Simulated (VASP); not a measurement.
Data:

```
CELL_PARAMETERS angstrom
      0.00000     2.51640     2.51640
      2.51640     0.00000     2.51640
      2.51640     2.51640     0.00000
ATOMIC_POSITIONS crystal
  Co 0.00000 0.00000 0.00000
  P  0.50000 0.50000 0.50000
```
Starting moments (μB, in the order of the record's atoms Co P): 3.0 0.0.

The numbers are results of PBEsol GGA, VASP's PBE PAW potentials (set 64) (plane waves; VASP 6.6.1), not measurements. Settings: 400 eV cut-off, 11×11×11 Γ-centred mesh, first-order Methfessel-Paxton smearing of 0.10 eV, potentials Co P.

Energy and stress use the plane-wave basis of the starting cell.

The ions, cell shape and volume are relaxed. What does this cell relax into?

```
CELL_PARAMETERS angstrom
      0.00000     2.28202     2.28202
      2.28202     0.00000     2.28202
      2.28202     2.28202     0.00000
ATOMIC_POSITIONS crystal
  Co 0.00000 0.00000 0.00000
  P  0.50000 0.50000 0.50000
```
Space group Fm-3m (225), at a tolerance of 0.03 Å. The cell ends with 0.00 μB, on the sites 0.00 0.00 μB.

How do energy and volume change from the first to the last step?

The energy (σ→0) changes by -480.8 meV/atom and the volume by -25.4 %, in 6 ionic steps.

```
step  E(σ→0) (eV)  max force (eV/Å)  pressure (GPa)  volume (Å³)
----  -----------  ----------------  --------------  -----------
1        -12.8090             0.000          -28.09        31.87
2        -13.4465             0.000           37.86        20.64
3        -13.7704             0.000           -0.47        23.83
4        -13.7703             0.000            0.69        23.69
5        -13.7703             0.000           -0.69        23.85
6        -13.7705             0.000            0.02        23.77
```

The structure was generated: CoP was put into the rock salt type (Fm-3m), which need not be its known phase. This run relaxes it. Symmetry was kept, so distortions that lower it aren't found.
